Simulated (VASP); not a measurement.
These are revPBE GGA, VASP's PBE PAW potentials (set 64) (plane waves; VASP 6.6.1) values and carry that method's errors.

A VASP calculation is set up with these files.

### INCAR
```
# general
SYSTEM   =  AlFe
PREC     =  Accurate
ENCUT    =  300
LREAL    =  .False.
LASPH    =  .True.

# electronic loop
EDIFF    =  1E-6
NELM     =  100
ALGO     =  Normal
LMAXMIX  =  4

# smearing
ISMEAR   =  0
SIGMA    =  0.1

# functional
GGA      =  RE

# spin
ISPIN    =  2

# ions
ISIF     =  2

# output
LWAVE    =  .False.
LCHARG   =  .False.
LORBIT   =  11
```

### POSCAR
```
AlFe
2.9075420
  1.0000000000   0.0000000000   0.0000000000
  0.0000000000   1.0000000000   0.0000000000
  0.0000000000   0.0000000000   1.0000000000
Al Fe
1 1
Cart
  0.0000000000   0.0000000000   0.0000000000
  0.5000000000   0.5000000000   0.5000000000
```

### KPOINTS
```
Regular mesh
0
G
 11 11 11
0 0 0
```

POTCAR, in this order: Al Fe (PBE.64 set). Program: vasp_std. The INCAR's line for the spin-polarised start is left out here.

What will the output report for the number of irreducible k-points (NKPTS), largest plane-wave count, number of space-group operations, FFT grid (NGX, NGY, NGZ)?

The number of irreducible k-points (NKPTS) comes out as 56, the largest plane-wave count is 296 and the number of space-group operations is 48. The FFT grid (NGX, NGY, NGZ) comes out as 16 × 16 × 16.

The structure comes from a computed database's AlFe entry; how it stands against other phases isn't given here. The cell was not relaxed at this level. The run is one of a series of settings (GGA = RE against the base run), some of them coarse on purpose.
